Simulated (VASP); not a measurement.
# Ba2Tl5V3O12 (P-3m1) in VASP: further runs

One crystal, Ba2Tl5V3O12, is run at these levels: RPBE, revPBE, BLYP, PBE, LDA; tasks: relaxation of cell and atoms.

All numbers are computed with VASP 6.6.1; they aren't measurements. Logs are shortened: lines on timing, memory, paths and dates and some standing lists are left out, and cuts for length are marked.

## (1) The crystal as given

It takes space group P-3m1 (No. 164, trigonal). Conventional cell: a = 8.154 Å, b = 8.154 Å, c = 6.921 Å, α = 90.00°, β = 90.00°, γ = 120.00°. Ba (site symmetry 3m) is surrounded by 6 O at 2.80 Å. V (site symmetry 2/m) has 4 O at 1.82 Å as nearest neighbours. Tl (site symmetry 2/m) has 4 O at 2.53 Å as nearest neighbours. Tl (site symmetry 3m) is surrounded by 6 O at 2.73 Å and 3 V at 2.82 Å and 3 Tl at 3.03 Å. O (site symmetry 1) is surrounded by 1 V at 1.82 Å.

The cell was built by a generator and needn't be a form met in nature.

## (2) Relaxation of cell and atoms, RPBE, collinear spin, ferromagnetic start

Input file INCAR:

```
ALGO = Normal
EDIFF = 1E-7
EDIFFG = -0.02
ENCUT = 600
GGA = RP
IBRION = 2
ISIF = 3
ISMEAR = -1
ISPIN = 2
KPAR = 4
LASPH = True
LCHARG = False
LMAXMIX = 4
LORBIT = 11
LREAL = False
LWAVE = False
MAGMOM = 0 0 2 2 2 0 0 0 0 0 0 0 0 0 0 0 0 0 0 0 0 0
NELM = 100
NSW = 60
PREC = Accurate
SIGMA = 0.05
```

Input file KPOINTS:

```
k-points
0
Gamma
  4 4 4
```

Input file POSCAR:

```
Ba2Tl5V3O12
1.0
    8.1542100000      0.0000000000      0.0000000000
   -4.0771100000      7.0617600000      0.0000000000
    0.0000000000      0.0000000000      6.9212800000
Ba V Tl O
2 3 5 12
Direct
    0.0000000000      0.0000000000      0.2355200000
    0.0000000000      0.0000000000      0.7644800000
    0.5000000000      0.0000000000      0.0000000000
    0.0000000000      0.5000000000      0.0000000000
    0.5000000000      0.5000000000      0.0000000000
    0.5000000000      0.0000000000      0.5000000000
    0.0000000000      0.5000000000      0.5000000000
    0.5000000000      0.5000000000      0.5000000000
    0.3333300000      0.6666700000      0.2248900000
    0.6666700000      0.3333300000      0.7751100000
    0.3389000000      0.3433400000      0.8144400000
    0.6566600000      0.9955600000      0.8144400000
    0.0044400000      0.6611000000      0.8144400000
    0.3433400000      0.3389000000      0.1855600000
    0.9955600000      0.6566600000      0.1855600000
    0.6611000000      0.0044400000      0.1855600000
    0.6611000000      0.6566600000      0.1855600000
    0.3433400000      0.0044400000      0.1855600000
    0.9955600000      0.3389000000      0.1855600000
    0.6566600000      0.6611000000      0.8144400000
    0.0044400000      0.3433400000      0.8144400000
    0.3389000000      0.9955600000      0.8144400000
```

Potentials or basis: VASP PAW PBE potentials, release 64 (Ba_sv, V_sv, Tl_d, O).

Run with:

```
cat potpaw_PBE.64/Ba_sv/POTCAR potpaw_PBE.64/V_sv/POTCAR potpaw_PBE.64/Tl_d/POTCAR potpaw_PBE.64/O/POTCAR > POTCAR
mpirun -np 4 vasp_std > vasp.out
```

OUTCAR:

```text
EDIFF = 1E-7
   EDIFFG = -0.02
   ENCUT = 600
   GGA = RP
   IBRION = 2
   ISIF = 3
   ISMEAR = -1
   ISPIN = 2
   LASPH = True
   LORBIT = 11
   LREAL = False
   NELM = 100
   NSW = 60
   PREC = Accurate

 ion  position               nearest neighbor table
   1  0.000  0.000  0.236-  18 2.80  16 2.80  14 2.80  17 2.80  19 2.80  15 2.80   2 3.26   2 3.66

   2  0.000  0.000  0.764-  12 2.80  22 2.80  20 2.80  11 2.80  13 2.80  21 2.80   1 3.26   1 3.66

   3  0.500  0.000  0.000-  16 1.82  22 1.82  18 1.82  12 1.82   9 2.82  10 2.82   6 3.46   6 3.46

   4  0.000  0.500  0.000-  15 1.82  21 1.82  19 1.82  13 1.82   9 2.82  10 2.82   7 3.46   7 3.46

   5  0.500  0.500  0.000-  11 1.82  17 1.82  14 1.82  20 1.82   9 2.82  10 2.82   8 3.46   8 3.46

   6  0.500  0.000  0.500-  16 2.53  22 2.53  18 2.53  12 2.53   9 3.03  10 3.03   3 3.46   3 3.46
                             7 4.08   7 4.08   8 4.08   8 4.08
   7  0.000  0.500  0.500-  15 2.53  21 2.53  19 2.53  13 2.53   9 3.03  10 3.03   4 3.46   4 3.46
                             8 4.08   8 4.08   6 4.08   6 4.08
   8  0.500  0.500  0.500-  11 2.53  17 2.53  14 2.53  20 2.53   9 3.03  10 3.03   5 3.46   5 3.46
                             7 4.08   7 4.08   6 4.08   6 4.08
   9  0.333  0.667  0.225-  15 2.73  18 2.73  19 2.73  16 2.73  17 2.73  14 2.73   4 2.82   3 2.82
                             5 2.82   7 3.03   6 3.03   8 3.03
  10  0.667  0.333  0.775-  21 2.73  12 2.73  13 2.73  22 2.73  11 2.73  20 2.73   4 2.82   3 2.82
                             5 2.82   7 3.03   6 3.03   8 3.03
  11  0.339  0.343  0.814-   5 1.82   8 2.53  10 2.73   2 2.80
  12  0.657  0.996  0.814-   3 1.82   6 2.53  10 2.73   2 2.80
  13  0.004  0.661  0.814-   4 1.82   7 2.53  10 2.73   2 2.80
  14  0.343  0.339  0.186-   5 1.82   8 2.53   9 2.73   1 2.80
  15  0.996  0.657  0.186-   4 1.82   7 2.53   9 2.73   1 2.80
  16  0.661  0.004  0.186-   3 1.82   6 2.53   9 2.73   1 2.80
  17  0.661  0.657  0.186-   5 1.82   8 2.53   9 2.73   1 2.80
  18  0.343  0.004  0.186-   3 1.82   6 2.53   9 2.73   1 2.80
  19  0.996  0.339  0.186-   4 1.82   7 2.53   9 2.73   1 2.80
  20  0.657  0.661  0.814-   5 1.82   8 2.53  10 2.73   2 2.80
  21  0.004  0.343  0.814-   4 1.82   7 2.53  10 2.73   2 2.80
  22  0.339  0.996  0.814-   3 1.82   6 2.53  10 2.73   2 2.80

  LATTYP: Found a hexagonal cell.
 ALAT       =     8.1542100000
 C/A-ratio  =     0.8487983508

  Lattice vectors:

 A1 = (   8.1542100000,   0.0000000000,   0.0000000000)
 A2 = (  -4.0771100000,   7.0617600000,   0.0000000000)
 A3 = (   0.0000000000,   0.0000000000,   6.9212800000)

Analysis of symmetry for initial positions (statically):
=====================================================================
 Subroutine PRICEL returns:
 Original cell was already a primitive cell.

 Routine SETGRP: Setting up the symmetry group for a
 hexagonal supercell.

 Subroutine GETGRP returns: Found  4 space group operations
 (whereof  4 operations were pure point group operations)
 out of a pool of 24 trial point group operations.

The static configuration has the point symmetry C_2h.

Analysis of symmetry for dynamics (positions and initial velocities):
=====================================================================
 Subroutine PRICEL returns:
 Original cell was already a primitive cell.

 Routine SETGRP: Setting up the symmetry group for a
 hexagonal supercell.

 Subroutine GETGRP returns: Found  4 space group operations
 (whereof  4 operations were pure point group operations)
 out of a pool of 24 trial point group operations.

The dynamic configuration has the point symmetry C_2h.

Analysis of structural, dynamic, and magnetic symmetry:
=====================================================================
 Subroutine PRICEL returns:
 Original cell was already a primitive cell.

 Routine SETGRP: Setting up the symmetry group for a
 hexagonal supercell.

 Subroutine GETGRP returns: Found  4 space group operations
 (whereof  4 operations were pure point group operations)
 out of a pool of 24 trial point group operations.

The overall configuration has the point symmetry C_2h.

 Subroutine INISYM returns: Found  4 space group operations
 (whereof  4 operations are pure point group operations),
 and found     1 'primitive' translations

----------------------------------------------------------------------------------------

                                     Primitive cell

  volume of cell :     398.5486

  direct lattice vectors                    reciprocal lattice vectors
     8.154210000  0.000000000  0.000000000     0.122636037  0.070803966  0.000000000
    -4.077110000  7.061760000  0.000000000     0.000000000  0.141607758  0.000000000
     0.000000000  0.000000000  6.921280000     0.000000000  0.000000000  0.144481946

  length of vectors
     8.154210000  8.154218555  6.921280000     0.141607906  0.141607758  0.144481946

  position of ions in fractional coordinates (direct lattice)
     0.000000000  0.000000000  0.235520000
     0.000000000  0.000000000  0.764480000
     0.500000000  0.000000000  0.000000000
     0.000000000  0.500000000  0.000000000
     0.500000000  0.500000000  0.000000000
     0.500000000  0.000000000  0.500000000
[... 14 lines left out ...]
     0.004440000  0.343340000  0.814440000
     0.338900000  0.995560000  0.814440000

  ion indices of the primitive-cell ions
   primitive index   ion index
                 1           1
                 2           2
                 3           3
                 4           4
                 5           5
                 6           6
[... 14 lines left out ...]
                21          21
                22          22

----------------------------------------------------------------------------------------

 KPOINTS: k-points

Automatic generation of k-mesh.
 Grid dimensions read from file:
 generate k-points for:    4    4    4

 Generating k-lattice:

  Cartesian coordinates                     Fractional coordinates (reciprocal lattice)
     0.030659009  0.017700991  0.000000000     0.250000000  0.000000000  0.000000000
     0.000000000  0.035401939  0.000000000     0.000000000  0.250000000  0.000000000
     0.000000000  0.000000000  0.036120486     0.000000000  0.000000000  0.250000000

  Length of vectors
     0.035401977  0.035401939  0.036120486

  Shift w.r.t. Gamma in fractional coordinates (k-lattice)
     0.000000000  0.000000000  0.000000000

 Subroutine IBZKPT returns following result:
 ===========================================

 Found     24 irreducible k-points:

 Following reciprocal coordinates:
            Coordinates               Weight
  0.000000  0.000000  0.000000      1.000000
  0.250000  0.000000  0.000000      4.000000
 -0.250000  0.250000  0.000000      2.000000
  0.500000  0.000000  0.000000      2.000000
  0.500000  0.500000  0.000000      1.000000
  0.250000  0.250000  0.000000      2.000000
[... 16 lines left out ...]
  0.250000  0.250000  0.500000      2.000000
 -0.250000  0.500000  0.500000      4.000000
   k-points           NKPTS =     24   k-points in BZ     NKDIM =     24   number of bands    NBANDS=    120
   number of dos      NEDOS =    301   number of ions     NIONS =     22
   total plane-waves  NPLWV = 274400
   dimension x,y,z NGX =    70 NGY =   70 NGZ =   56
   dimension x,y,z NGXF=   140 NGYF=  140 NGZF=  112
   ions per type =               2   3   5  12
   NGX,Y,Z   is equivalent  to a cutoff of  14.27, 14.27, 13.45 a.u.
   NGXF,Y,Z  is equivalent  to a cutoff of  28.54, 28.54, 26.90 a.u.
 SYSTEM =  unknown system
   PREC   = accura    normal or accurate (medium, high low for compatibility)
   ISTART =      0    job   : 0-new  1-cont  2-samecut
   ICHARG =      2    charge: 1-file 2-atom 10-const
   ISPIN  =      2    spin polarized calculation?
   LNONCOLLINEAR =      F non collinear calculations
   LSORBIT =      F    spin-orbit coupling
   LASPH  =      T    aspherical Exc in radial PAW
   ENCUT  =  600.0 eV  44.10 Ry    6.64 a.u.  16.29 16.29 13.82*2*pi/ulx,y,z
   NELM   =    100;   NELMIN=  2; NELMDL= -5     # of ELM steps
   EDIFF  = 0.1E-06   stopping-criterion for ELM
   LREAL  =      F    real-space projection
   EDIFFG = -.2E-01   stopping-criterion for IOM
   NSW    =     60    number of steps for IOM
   IBRION =      2    ionic relax: 0-MD 1-quasi-New 2-CG
   NFREE  =      1    steps in history (QN), initial steepest desc. (CG)
   ISIF   =      3    stress and relaxation
   ISYM   =      2    0-nonsym 1-usesym 2-fastsym
   POTIM  = 0.5000    time-step for ionic-motion
   TEBEG  =    0.0;   TEEND  =   0.0 temperature during run
   PSTRESS=    0.0 pullay stress
   NELECT =     196.0000    total number of electrons
   NUPDOWN=      -1.0000    fix difference up-down
   EMIN   =  10.00;   EMAX   =-10.00  energy-range for DOS
   EFERMI =   0.00;   METHOD = LEGACY
   ISMEAR =    -1;   SIGMA  =   0.05  broadening in eV -4-tet -1-fermi 0-gaus
   EFERMI_NEDOS =   21; number of points for ismear=-14 and -15
   IALGO  =     38    algorithm
   IMIX   =      4    mixing-type and parameters
     AMIX     =   0.40;   BMIX     =  1.00
     AMIX_MAG =   1.60;   BMIX_MAG =  1.00
  volume/ion in A,a.u.               =      18.12       122.25
  Fermi-wavevector in a.u.,A,eV,Ry     =   1.292210  2.441923 22.719099  1.669807
  Thomas-Fermi vector in A             =   2.423932
   LORBIT       =     11    0 simple, 1 ext, 2 COOP (PROOUT), +10 PAW based schemes
   GGA     = RP    functional components
   LHFCALC =     F    Hartree Fock is set to
   AEXX    =    0.0000 exact exchange contribution
   IVDW    =     0    specifies the selected vdW correction
   LEPSILON=     F    determine dielectric tensor
   LRPA    =     F    only Hartree local field effects (RPA)
 conjugate gradient relaxation of ions
 spin polarized calculation
  energy-cutoff  :      600.00
  volume of cell :      398.55
 maximum number of plane-waves:     13336
 NGX is ok and might be reduce to    70
   NGX = 33   NGY = 33   NGZ = 27

--------------------------------------- Ionic step        1  -------------------------------------------

 number of electron     195.9999980 magnetization       0.0000175

 number of electron     195.9999980 magnetization      -0.0000076

 Free energy of the ion-electron system (eV)
  ---------------------------------------------------
  ext. energy  EPLUGINS =         0.00000000
  ---------------------------------------------------
  free energy    TOTEN  =      -119.52580868 eV

  energy without entropy =     -119.47808061  energy(sigma->0) =     -119.50194464

------------------------ aborting loop because EDIFF is reached ----------------------------------------

  FORCE on cell =-STRESS in cart. coord.  units (eV):
  Direction    XX          YY          ZZ          XY          YZ          ZX
  --------------------------------------------------------------------------------------
  -------------------------------------------------------------------------------------
  Total        8.0282569      8.0286183     10.3986804      0.0002936     -0.0000309      0.0000535
  in kB       32.2738352     32.2752882     41.8030095      0.0011801     -0.0001241      0.0002152
  external PRESSURE =      35.4507110 kB  Pullay stress =       0.0000000 kB
[... 153 lines left out ...]
  FREE ENERGIE OF THE ION-ELECTRON SYSTEM (eV)
  ---------------------------------------------------
  free  energy   TOTEN  =      -119.6825513779 eV

  energy  without entropy=     -119.6297184276  energy(sigma->0) =     -119.65613490

 E-fermi :   3.1519     XC(G=0):  -9.1255

 val. band max:        3.0948366012   @ k =  -0.2500   0.5000   0.5000
 cond. band min:       3.2265220523   @ k =   0.5000   0.5000   0.2500
 fundamental gap:      0.1316854511
 Fermi energy:         3.1519270710

 spin component 1

 k-point     1 :       0.0000    0.0000    0.0000
  band No.  band energies     occupation
      1     -61.7272      1.00000
      2     -61.7270      1.00000
      3     -61.7270      1.00000
      4     -35.6014      1.00000
      5     -35.5982      1.00000
      6     -35.5982      1.00000
[... 2701 lines left out ...]
    109       5.3946      0.00000
    110       5.4310      0.00000
 Fermi energy:         3.1519270710

 spin component 2

 k-point     1 :       0.0000    0.0000    0.0000
  band No.  band energies     occupation
      1     -61.7272      1.00000
      2     -61.7270      1.00000
      3     -61.7270      1.00000
      4     -35.6014      1.00000
      5     -35.5982      1.00000
      6     -35.5982      1.00000
[... 2398 lines left out ...]
     32      -9.3789      1.00000
     33      -8.1760      1.00000
     34
```

Run time: 2.6 h. Hardware: 4 MPI ranks of Intel Xeon Platinum 8559C (Emerald Rapids), shared host; peak memory 2.2 GiB.

What came out:

| Property | Result |
| --- | --- |
| Free energy | -119.7965 eV |
| Relaxed volume | 19.43 Å³/atom |
| Relaxed cell | a = 8.313 Å, b = 8.313 Å, c = 7.143 Å, α = 90.00°, β = 90.00°, γ = 120.00° |
| Space group after relaxing (to 0.05 Å) | P-3m1 (No. 164) |
| Energy gained by relaxing | 12.3 meV/atom |
| Ionic steps | 14 |
| Pressure after relaxing | 0.0 GPa |
| Largest force after relaxing | 0.006 eV/Å |
| Band gap on the k mesh | none (metal or under the smearing width) |
| Net moment | 0.00 μB per cell |
| Valence electrons inside the program's atomic spheres | Ba 7.84; V 11.62; Tl 11.12, 11.21; O 4.93 |

Forces in eV/Å, atoms in the order of the input:
```
Ba   0.000  0.000  0.000
Ba   0.000  0.000  0.000
V    0.000  0.000  0.000
V    0.000  0.000  0.000
V    0.000  0.000  0.000
Tl   0.000  0.000  0.000
Tl   0.000  0.000  0.000
Tl   0.000  0.000  0.000
Tl   0.000  0.000 -0.004
Tl   0.000  0.000  0.004
O   -0.004 -0.001 -0.004
O    0.003 -0.003 -0.004
O    0.001  0.004 -0.004
O    0.001 -0.004  0.004
O   -0.004  0.001  0.004
O    0.003  0.003  0.004
O    0.004  0.001  0.004
O   -0.003  0.003  0.004
O   -0.001 -0.004  0.004
O   -0.001  0.004 -0.004
O    0.004 -0.001 -0.004
O   -0.003 -0.003 -0.004
```

The path:
| step | energy change (eV) | largest force (eV/Å) | pressure (GPa) | volume (Å³) |
| --- | --- | --- | --- | --- |
| 1 | 0.0000 | 0.1895 | 3.55 | 398.55 |
| 2 | -0.0944 | 0.7611 | -1.59 | 422.12 |
| 3 | -0.1567 | 0.4356 | 0.25 | 412.68 |
| 4 | -0.2335 | 0.1892 | 0.13 | 419.22 |
| 5 | -0.2504 | 0.1552 | 0.11 | 423.95 |
| 6 | -0.2505 | 0.1580 | 0.11 | 424.18 |
| 7 | -0.2593 | 0.1182 | -0.12 | 426.05 |
| 8 | -0.2631 | 0.0959 | -0.35 | 428.10 |
| 9 | -0.2682 | 0.0526 | -0.06 | 427.62 |
| 10 | -0.2688 | 0.0643 | 0.07 | 427.40 |
| 11 | -0.2701 | 0.0335 | 0.03 | 427.58 |
| 12 | -0.2705 | 0.0347 | -0.02 | 427.75 |
| 13 | -0.2706 | 0.0228 | -0.01 | 427.65 |
| 14 | -0.2707 | 0.0061 | 0.01 | 427.48 |

Final structure:
```
Ba V Tl O
1.0
     8.31268    0.00000    0.00000
    -4.15634    7.19900    0.00000
     0.00000    0.00000    7.14333
Ba V Tl O
2 3 5 12
Cartesian
  8.3127 0.0000 1.6635
  -4.1563 7.1990 5.4798
  0.0000 7.1990 0.0000
  6.2345 3.5995 0.0000
  2.0782 3.5995 0.0000
  0.0000 7.1990 3.5717
  6.2345 3.5995 3.5717
  2.0782 3.5995 3.5717
  0.0000 4.7993 1.5889
  4.1563 2.3997 5.5544
  1.4119 2.4804 5.8533
  1.3023 7.1815 5.8533
  -2.7142 4.7361 5.8533
  1.4421 2.4629 1.2900
  5.5682 4.7186 1.2900
  5.4587 0.0175 1.2900
  2.7445 4.7186 1.2900
  2.8540 0.0175 1.2900
  6.8705 2.4629 1.2900
  2.7142 4.7361 5.8533
  -1.4118 2.4804 5.8533
  -1.3024 7.1815 5.8533
```

Caveat: the PAW data sets were made with another functional, which shifts forces and pressure a little; semilocal functionals often make such compounds metallic where correlation or magnetic order opens a gap, which also shifts bond lengths.

(Continued in part 2 of 3.)
